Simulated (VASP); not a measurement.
Output of a VASP run:

File OSZICAR:
```
       N       E                     dE             d eps       ncg     rms          rms(c)
DAV:   1     0.306130477859E+03    0.30613E+03   -0.15225E+04   584   0.181E+03
DAV:   2     0.886086183078E+01   -0.29727E+03   -0.28855E+03   668   0.477E+02
DAV:   3    -0.169913100932E+02   -0.25852E+02   -0.25660E+02   666   0.151E+02
DAV:   4    -0.176501935692E+02   -0.65888E+00   -0.65850E+00   630   0.263E+01
DAV:   5    -0.176704400104E+02   -0.20246E-01   -0.20246E-01   648   0.456E+00    0.741E+00
DAV:   6    -0.160181379986E+02    0.16523E+01   -0.89879E+00   782   0.264E+01    0.256E+00
DAV:   7    -0.159830804810E+02    0.35058E-01   -0.37171E-01   580   0.450E+00    0.139E+00
DAV:   8    -0.159566488539E+02    0.26432E-01   -0.87211E-02   598   0.363E+00    0.440E-01
DAV:   9    -0.159542509770E+02    0.23979E-02   -0.13898E-02   644   0.998E-01    0.866E-02
DAV:  10    -0.159545044957E+02   -0.25352E-03   -0.45664E-04   584   0.192E-01    0.233E-02
DAV:  11    -0.159545010042E+02    0.34915E-05   -0.27226E-05   652   0.502E-02    0.749E-03
DAV:  12    -0.159545023877E+02   -0.13836E-05   -0.51476E-06   554   0.252E-02    0.353E-03
DAV:  13    -0.159545022516E+02    0.13610E-06   -0.50124E-07   324   0.895E-03
   1 F= -.15954502E+02 E0= -.15954502E+02  d E =-.159545E+02
```

### OUTCAR
```
------------------------ aborting loop because EDIFF is reached ----------------------------------------
  FORCE on cell =-STRESS in cart. coord.  units (eV):
  Direction    XX          YY          ZZ          XY          YZ          ZX
  --------------------------------------------------------------------------------------
  Total       -0.0215555     -0.0215555     -0.0215555     -0.0000000     -0.0000000      0.0000000
  in kB       -0.7028627     -0.7028627     -0.7028627     -0.0000000     -0.0000000      0.0000000
  external PRESSURE =      -0.7028627 kB  Pullay stress =       0.0000000 kB
  volume of cell :       49.14
      direct lattice vectors                 reciprocal lattice vectors
     0.000000000  2.907074658  2.907074658    -0.171994207  0.171994207  0.171994207
     2.907074658  0.000000000  2.907074658     0.171994207 -0.171994207  0.171994207
     2.907074658  2.907074658  0.000000000     0.171994207  0.171994207 -0.171994207
 POSITION                                       TOTAL-FORCE (eV/Angst)
 -----------------------------------------------------------------------------------
      0.00000      0.00000      0.00000         0.000000     -0.000000      0.000000
      1.45354      1.45354      1.45354        -0.000000     -0.000000     -0.000000
      4.36061      4.36061      4.36061         0.000000      0.000000      0.000000
 -----------------------------------------------------------------------------------
    total drift:                                0.000000     -0.000000      0.000000
  FREE ENERGIE OF THE ION-ELECTRON SYSTEM (eV)
  ---------------------------------------------------
  free  energy   TOTEN  =       -15.9545022516 eV

  energy  without entropy=      -15.9545022516  energy(sigma->0) =      -15.95450225

 reached required accuracy - stopping structural energy minimisation
```
(Selected blocks of OUTCAR.)

**POSCAR**
```
PbF2
1
    0.0000000000     2.9070746576     2.9070746576
    2.9070746576     0.0000000000     2.9070746576
    2.9070746576     2.9070746576    -0.0000000000
Pb F
1 2
Direct
  0.0000000000   0.0000000000   0.0000000000
  0.2500000000   0.2500000000   0.2500000000
  0.7500000000   0.7500000000   0.7500000000
```

Write an INCAR and KPOINTS that could have produced this output.

Several could match; the one computed here: the input of the run itself, LDA (Ceperley-Alder, Perdew-Zunger), plane waves, VASP's LDA PAW potentials (set 64).

### KPOINTS
```
K-points
0
Gamma
6 6 6
```

### INCAR
```
SYSTEM = PbF2
PREC = Accurate; ENCUT = 520; LREAL = .FALSE.
LASPH = .TRUE.
EDIFF = 1E-6; NELM = 100; ALGO = Normal
LMAXMIX = 4
ISMEAR = 0; SIGMA = 0.05
IBRION = 2; NSW = 60; ISIF = 3
EDIFFG = -0.02
LWAVE = .FALSE.; LCHARG = .FALSE.
```

POTCAR, in this order: Pb_d F (LDA.64 set). Program: vasp_std.

The compound is PbF2 in the fluorite structure, the β form. It was relaxed first, which changed the volume by -6 %. The start is the result of an earlier pass.
